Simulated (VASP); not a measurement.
Input:

```
CELL_PARAMETERS angstrom
      4.46175     2.25872     2.23362
      2.23088     4.51743     2.23362
      2.23088     2.25872     4.46725
ATOMIC_POSITIONS crystal
  Mn 0.00000 0.00000 0.00000
  Mn 0.50000 0.50000 0.50000
  O  0.25000 0.25000 0.25000
  O  0.77733 0.74089 0.74089
```
Starting moments (μB, in the order of the record's atoms Mn Mn O O): 5.0 -5.0 0.0 0.0.

Calculation: PBE GGA, VASP's PBE PAW potentials (set 64) (plane waves; VASP). Run with EDIFF = 1E-2, 520 eV cut-off, 7×7×7 Γ-centred mesh, Gaussian smearing of 0.050 eV, potentials Mn_pv O.

**Question.** Which forces act on the atoms, in eV/Å?

**Answer.** 
```
atom      Fx      Fy      Fz
----  ------  ------  ------
Mn1    0.022   0.032   0.036
Mn2    0.095   0.031   0.033
O3     0.124   0.092   0.099
O4    -0.240  -0.155  -0.167
```

**Question.** Give the stress tensor in GPa (positive for a compressed cell).

**Answer.** 
```
-1.47  -1.56  -1.71
-1.56  -2.59  -1.54
-1.71  -1.54  -2.11
```
The pressure is its mean diagonal, -2.06 GPa.

The compound is MnO in the rock salt, AFM-II order structure. The cell was not relaxed at this level, atoms are displaced from their ideal sites. The run is one of a series of settings (EDIFF = 1E-2 against the base run), some of them coarse on purpose.
